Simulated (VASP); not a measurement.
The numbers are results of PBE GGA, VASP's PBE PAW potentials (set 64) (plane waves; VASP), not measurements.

Input for VASP

**KPOINTS**
```
Automatic mesh
0
Gamma
 5 5 5
0 0 0
```

POSCAR:
```
SrTiO3
1
    3.9460781431    -0.0000000000     0.0000000000
    0.0000000000     3.9460781431     0.0000000000
   -0.0000000000    -0.0000000000     3.9460781431
Sr Ti O
1 1 3
Direct
  0.0000000000   0.0000000000   0.0000000000
  0.5000000000   0.5000000000   0.5000000000
  0.5000000000   0.0000000000   0.5000000000
  0.0000000000   0.5000000000   0.5000000000
  0.5000000000   0.5000000000   0.0000000000
```

### INCAR
```
SYSTEM = SrTiO3
PREC = Accurate
ENCUT = 480
EDIFF = 1E-6
NELM = 100
ALGO = Normal
LREAL = .FALSE.
LASPH = .TRUE.
ISMEAR = 0
SIGMA = 0.05
GGA = PE
LMAXMIX = 4
LWAVE = .FALSE.
LCHARG = .FALSE.
IBRION = 2
ISIF = 3
NSW = 60
EDIFFG = -0.02
```

POTCAR, in this order: Sr_sv Ti O (PBE.64 set). Program: vasp_std.

### Question
What will the output report for the number of irreducible k-points (NKPTS), largest plane-wave count, number of space-group operations, FFT grid (NGX, NGY, NGZ)?

### Answer

```
Item                                           Value
--------------------------------------  ------------
number of irreducible k-points (NKPTS)            10
largest plane-wave count                        1478
number of space-group operations                  48
FFT grid (NGX, NGY, NGZ)                28 × 28 × 28
```

The compound is SrTiO3 in the cubic perovskite structure, the ideal cubic form; the compound distorts at low or room temperature. It was relaxed first. The start is the result of an earlier pass.
